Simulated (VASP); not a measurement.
## MoS2: relaxation of cell and atoms with r2SCAN

Crystal: MoS2.

```
Mo S
1.0
     3.16900    0.00000    0.00000
    -1.58450    2.74443    0.00000
     0.00000    0.00000   12.32400
Mo S
2 4
Cartesian
  0.0000 1.8296 3.0810
  1.5845 0.9148 9.2430
  0.0000 1.8296 7.6779
  1.5845 0.9148 1.5159
  0.0000 1.8296 10.8081
  1.5845 0.9148 4.6461
```

- Program: VASP 6.6.1
- Task: relaxation of cell and atoms
- Functional: r2SCAN
- Potentials or basis: VASP PAW PBE potentials, release 64 (Mo_sv, S)
- Cutoff: 600 eV
- k mesh: 12 × 12 × 3
- Occupations: gaussian, width 0.03 eV
- Spin: no spin polarisation
- Further INCAR settings: ALGO = Normal; EDIFF = 1e-06; IBRION = 2; EDIFFG = -0.01; NSW = 90; ISIF = 3

```
Relaxed volume                         : 18.99 Å³/atom
Relaxed cell                           : a = 3.185 Å, b = 3.185 Å, c = 12.964 Å, α = 90.00°, β = 90.00°, γ = 120.00°
Space group after relaxing (to 0.05 Å) : P6_3/mmc (No. 194)
Energy gained by relaxing              : 6.9 meV/atom
Ionic steps                            : 14
Pressure after relaxing                : 0.0 GPa
Band gap on the k mesh                 : 1.17 eV, indirect (least direct gap 1.73 eV)
```

The path:
```csv
step,energy change (eV),largest force (eV/Å),pressure (GPa),volume (Å³)
1,0.0000,0.2397,0.81,107.18
2,-0.0122,0.1292,-0.01,108.60
3,-0.0124,0.1164,-0.11,108.76
4,-0.0192,0.0335,0.34,109.08
5,-0.0261,0.1516,1.35,109.77
6,-0.0286,0.1271,1.16,110.05
7,-0.0344,0.0544,0.63,110.90
8,-0.0391,0.0874,-0.35,112.58
9,-0.0391,0.0923,-0.38,112.64
10,-0.0398,0.0774,-0.28,112.81
11,-0.0409,0.0316,0.03,113.33
12,-0.0409,0.0156,0.14,113.51
13,-0.0411,0.0089,0.08,113.68
14,-0.0412,0.0002,0.00,113.92
```

Final structure:
```
Mo S
1.0
     3.18532    0.00000    0.00000
    -1.59266    2.75857    0.00000
     0.00000    0.00000   12.96427
Mo S
2 4
Cartesian
  0.0000 1.8390 3.2411
  1.5927 0.9195 9.7232
  0.0000 1.8390 8.1707
  1.5927 0.9195 1.6886
  0.0000 1.8390 11.2757
  1.5927 0.9195 4.7935
```

Levels at points of the mesh, in eV from the valence-band top:
```
           k point  band 23  band 24  band 25  band 26  band 27  band 28  band 29  band 30
(0.00, 0.00, 0.00)    -2.22    -1.53    -0.89     0.00     2.35     2.35     2.37     2.37
(0.50, 0.00, 0.00)    -1.74    -1.65    -1.26    -1.20     1.79     1.81     2.24     2.41
```

Run time: 32 min on 2 MPI ranks on Intel(R) Xeon(R) 6975P-C (Granite Rapids), with other jobs on the host, peak memory 0.37 GiB a rank.

Caveat: the PAW data sets were made with another functional, which shifts forces and pressure a little; an odd mesh through Γ misses points on the zone boundary, where band edges often lie. Zero-point motion and thermal expansion aren't in these numbers.
